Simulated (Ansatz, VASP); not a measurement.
Au3ClO: VASP beside Ansatz

File INCAR:

```
ALGO = Normal ; EDIFF = 1E-6
EDIFFG = -0.05 ; ENCUT = 600
GGA = PE ; IBRION = 2
ISIF = 3 ; ISMEAR = 0
LASPH = True ; LCHARG = False
LREAL = False ; LWAVE = False
NELM = 60 ; NSW = 100
PREC = Accurate ; SIGMA = 0.1
```

The input KPOINTS:

```
k-points
0
Gamma
  6 6 6
```

Contents of POSCAR:

```
Au3ClO
1.0
    4.0442791565      0.0000000000      0.0000000000
    0.0000000000      4.0442791565      0.0000000000
    0.0000000000      0.0000000000      4.0442791565
Au Cl O
3 1 1
Direct
    0.0000000000      0.5000000000      0.5000000000
    0.5000000000      0.0000000000      0.5000000000
    0.5000000000      0.5000000000      0.0000000000
    0.0000000000      0.0000000000      0.0000000000
    0.5000000000      0.5000000000      0.5000000000
```

Input for Ansatz:

```yaml
crystal:
  lattice:
    - [4.0442791565, 0.0, 0.0]
    - [0.0, 4.0442791565, 0.0]
    - [0.0, 0.0, 4.0442791565]
  atoms:
    - { symbol: Au, position: [0.0, 0.5, 0.5] }
    - { symbol: Au, position: [0.5, 0.0, 0.5] }
    - { symbol: Au, position: [0.5, 0.5, 0.0] }
    - { symbol: Cl, position: [0.0, 0.0, 0.0] }
    - { symbol: O, position: [0.5, 0.5, 0.5] }
basis:
  ecutwfc: 420
kpoints:
  mp_grid: { grid: [6, 6, 6] }
hamiltonian:
  xc: pbe
scf:
  occupations: { method: gaussian, width: 0.1 }
output:
  forces: true
  stress: true
  eigenvalues: true
relax:
  adjacent_minimum: "off"
  f_tol: 0.05
  max_steps: 80
  cell: { stress_tol: 0.5 }
```

The cell comes from a database or a generator and needn't be the stable form of this composition.

Alike in both runs: task relaxation of cell and atoms; functional PBE; k mesh 6 × 6 × 6; occupations gaussian, width 0.1 eV; no spin polarisation.

|  | VASP | Ansatz |
| --- | --- | --- |
| version | VASP 6.6.1 | Ansatz 0.2.0 |
| potentials or method | VASP PAW PBE potentials, release 64 (Au, Cl, O) | scalar-relativistic, plane waves, PAW |
| plane-wave cutoff (eV) | 600 | 420 |
| valence electrons in the cell | 46 | 70 |

|  | VASP | Ansatz | Ansatz less VASP |
| --- | --- | --- | --- |
| gap on the k mesh at the Fermi level, each at its own relaxed structure (eV) | none | none | - |
| relaxed volume (Å³/atom) | 18.82 | 18.87 | +0.054 |
| relaxed cell length with the largest relative difference (Å) | 4.548 | 4.553 | +0.0044 |
| energy change over the relaxation (meV/atom) | -844 | -849 | -4.1 |

A gap of «none» marks a metal or a gap that the smearing closes. The two sets of potentials don't hold the same shells in valence.

Caveats: the volume moved by over 15 % at a fixed basis, so the end points are rough (VASP). The runs have no spin-orbit coupling, so splittings on Au are missing.
